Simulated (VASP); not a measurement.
All values below come from PBE GGA, VASP's PBE PAW potentials (set 64) (plane waves; VASP).

Input for VASP

**KPOINTS**
```
Automatic mesh
0
gamma
 7 7 1
0 0 0
```

### POSCAR
```
CoO
2.9713420
  1.0000000000   0.0000000000   0.0000000000
 -1.0000000000   1.0000000000   0.0000000000
  0.0000000000   0.0000000000   6.1123896206
Co O
4 4
direct
  1.0000000000   0.5000000000   0.4434530000
  0.0000000000   0.0000000000   0.3303600000
  1.0000000000   0.5000000000   0.6696400000
  0.0000000000   0.0000000000   0.5565470000
  0.0000000000   0.0000000000   0.4434530000
  1.0000000000   0.5000000000   0.3303600000
  0.0000000000   0.0000000000   0.6696400000
  1.0000000000   0.5000000000   0.5565470000
```

### INCAR
```
! general
SYSTEM  = CoO
PREC    = Accurate
ENCUT   = 400
LREAL   = F
LASPH   = T

! electronic loop
EDIFF   = 1E-6
NELM    = 100
ALGO    = Normal
LMAXMIX = 4

! smearing
ISMEAR  = 0
SIGMA   = 0.1

! functional
GGA     = PE

! spin
ISPIN   = 2
MAGMOM  = 4*3.0 4*0.0

! ions
ISIF    = 2

! output
LWAVE   = F
LCHARG  = F
LORBIT  = 11
```

POTCAR, in this order: Co O (PBE.64 set). Program: vasp_std.

Output of the run:

**OSZICAR**
```
       N       E                     dE             d eps       ncg     rms          rms(c)
DAV:   1     0.578259302216E+03    0.57826E+03   -0.23472E+04  1680   0.124E+03
DAV:   2     0.452142530284E+02   -0.53305E+03   -0.48137E+03  1844   0.339E+02
DAV:   3    -0.581404981711E+02   -0.10335E+03   -0.98794E+02  2046   0.166E+02
DAV:   4    -0.627338220071E+02   -0.45933E+01   -0.45340E+01  1974   0.405E+01
DAV:   5    -0.628514922843E+02   -0.11767E+00   -0.11744E+00  2022   0.626E+00    0.319E+01
DAV:   6    -0.696379598554E+02   -0.67865E+01   -0.13145E+02  2456   0.135E+02    0.649E+01
DAV:   7    -0.604522996235E+02    0.91857E+01   -0.86572E+01  2176   0.130E+02    0.494E+01
DAV:   8    -0.524310796477E+02    0.80212E+01   -0.22227E+01  2390   0.827E+01    0.289E+01
DAV:   9    -0.552932481777E+02   -0.28622E+01   -0.30591E+01  2238   0.680E+01    0.374E+01
DAV:  10    -0.535531914422E+02    0.17401E+01   -0.31474E+00  2250   0.194E+01    0.257E+01
DAV:  11    -0.514633746376E+02    0.20898E+01   -0.66845E+00  2666   0.237E+01    0.978E+00
DAV:  12    -0.517078683390E+02   -0.24449E+00   -0.58805E-01  2200   0.602E+00    0.118E+01
DAV:  13    -0.515655382000E+02    0.14233E+00   -0.73264E-01  2516   0.111E+01    0.541E+00
DAV:  14    -0.515959686129E+02   -0.30430E-01   -0.53628E-02  1908   0.194E+00    0.436E+00
DAV:  15    -0.515884827295E+02    0.74859E-02   -0.10331E-02  2524   0.982E-01    0.308E+00
DAV:  16    -0.516121059294E+02   -0.23623E-01   -0.80610E-03  2300   0.138E+00    0.375E+00
DAV:  17    -0.516101754097E+02    0.19305E-02   -0.37496E-02  2312   0.269E+00    0.172E+00
DAV:  18    -0.516015269759E+02    0.86484E-02   -0.39015E-02  2408   0.208E+00    0.112E+00
DAV:  19    -0.516008169912E+02    0.70998E-03   -0.84807E-03  2048   0.940E-01    0.529E-01
DAV:  20    -0.515980626189E+02    0.27544E-02   -0.14553E-03  2080   0.475E-01    0.610E-01
DAV:  21    -0.516030367956E+02   -0.49742E-02   -0.12404E-03  2232   0.595E-01    0.732E-01
DAV:  22    -0.516098715493E+02   -0.68348E-02   -0.20974E-03  2246   0.452E-01    0.313E-01
DAV:  23    -0.516091384887E+02    0.73306E-03   -0.59237E-04  2196   0.315E-01    0.341E-01
DAV:  24    -0.516123018314E+02   -0.31633E-02   -0.52444E-04  2136   0.326E-01    0.234E-01
DAV:  25    -0.516147500145E+02   -0.24482E-02   -0.65479E-04  2232   0.381E-01    0.379E-01
DAV:  26    -0.516197692412E+02   -0.50192E-02   -0.67241E-04  2164   0.208E-01    0.231E-01
DAV:  27    -0.516214428722E+02   -0.16736E-02   -0.36285E-04  2226   0.176E-01    0.323E-02
DAV:  28    -0.516215688785E+02   -0.12601E-03   -0.64260E-05  2248   0.103E-01    0.309E-02
DAV:  29    -0.516217080807E+02   -0.13920E-03   -0.24583E-05  2090   0.581E-02    0.437E-02
DAV:  30    -0.516217394929E+02   -0.31412E-04   -0.49946E-06  1788   0.288E-02    0.193E-02
DAV:  31    -0.516217722389E+02   -0.32746E-04   -0.12196E-06  1386   0.107E-02    0.128E-02
DAV:  32    -0.516217962919E+02   -0.24053E-04   -0.78151E-07  1330   0.568E-03    0.927E-03
DAV:  33    -0.516218184892E+02   -0.22197E-04   -0.69431E-07  1364   0.108E-02    0.288E-03
DAV:  34    -0.516218242951E+02   -0.58059E-05   -0.44087E-07  1272   0.432E-03    0.629E-03
DAV:  35    -0.516218274885E+02   -0.31934E-05   -0.17239E-07  1152   0.427E-03    0.398E-03
DAV:  36    -0.516218280072E+02   -0.51871E-06   -0.63906E-08  1188   0.192E-03
   1 F= -.51621828E+02 E0= -.51584608E+02  d E =-.744391E-01  mag=    11.4980
```

File OUTCAR:
```
------------------------ aborting loop because EDIFF is reached ----------------------------------------
  FORCE on cell =-STRESS in cart. coord.  units (eV):
  Direction    XX          YY          ZZ          XY          YZ          ZX
  --------------------------------------------------------------------------------------
  Total       -4.0370866     -4.0370866      1.7160117      0.0000000     -0.0000000      0.0000000
  in kB      -40.3375668    -40.3375668     17.1459627      0.0000000     -0.0000000      0.0000000
  external PRESSURE =     -21.1763903 kB  Pullay stress =       0.0000000 kB
  volume of cell :      160.35
      direct lattice vectors                 reciprocal lattice vectors
     2.971342000  0.000000000  0.000000000     0.336548267  0.336548267  0.000000000
    -2.971342000  2.971342000  0.000000000     0.000000000  0.336548267  0.000000000
     0.000000000  0.000000000 18.162000000     0.000000000  0.000000000  0.055060015
 POSITION                                       TOTAL-FORCE (eV/Angst)
 -----------------------------------------------------------------------------------
     -1.48567      1.48567      8.05399        -0.000000     -0.000000     -0.228139
      0.00000      0.00000      6.00000         0.000000      0.000000     -0.093425
     -1.48567      1.48567     12.16200        -0.000000     -0.000000      0.093425
      0.00000      0.00000     10.10801         0.000000     -0.000000      0.228139
      0.00000      0.00000      8.05399         0.000000      0.000000     -0.113971
     -1.48567      1.48567      6.00000         0.000000     -0.000000     -0.514728
      0.00000      0.00000     12.16200         0.000000     -0.000000      0.514728
     -1.48567      1.48567     10.10801        -0.000000     -0.000000      0.113971
 -----------------------------------------------------------------------------------
    total drift:                               -0.000000      0.000000     -0.000000
  FREE ENERGIE OF THE ION-ELECTRON SYSTEM (eV)
  ---------------------------------------------------
  free  energy   TOTEN  =       -51.6218280072 eV

  energy  without entropy=      -51.5473889152  energy(sigma->0) =      -51.58460846

 total charge

# of ion       s       p       d       tot
------------------------------------------
    1        0.318   0.407   7.172   7.897
    2        0.294   0.341   7.158   7.793
    3        0.294   0.341   7.158   7.793
    4        0.318   0.407   7.172   7.897
    5        1.582   3.470   0.000   5.052
    6        1.581   3.417   0.000   4.999
    7        1.581   3.417   0.000   4.999
    8        1.582   3.470   0.000   5.052
--------------------------------------------------
tot          7.551  15.271  28.659  51.481

 magnetization (x)

# of ion       s       p       d       tot
------------------------------------------
    1        0.021   0.017   2.525   2.563
    2        0.028   0.026   2.403   2.457
    3        0.028   0.026   2.403   2.457
    4        0.021   0.017   2.525   2.563
    5        0.032   0.294   0.000   0.327
    6        0.024   0.234   0.000   0.258
    7        0.024   0.234   0.000   0.258
    8        0.032   0.294   0.000   0.327
--------------------------------------------------
tot          0.209   1.143   9.857  11.209
```
(Selected blocks of OUTCAR.)

At this cut-off the stress carries a Pulay error, which pulls relaxed volumes low. The cell holds a wide vacuum, so values per volume refer to the whole cell. The moments were started parallel, and other spin orders were not tried in this run.

The cell is a sheet with vacuum, built from a generated structure.
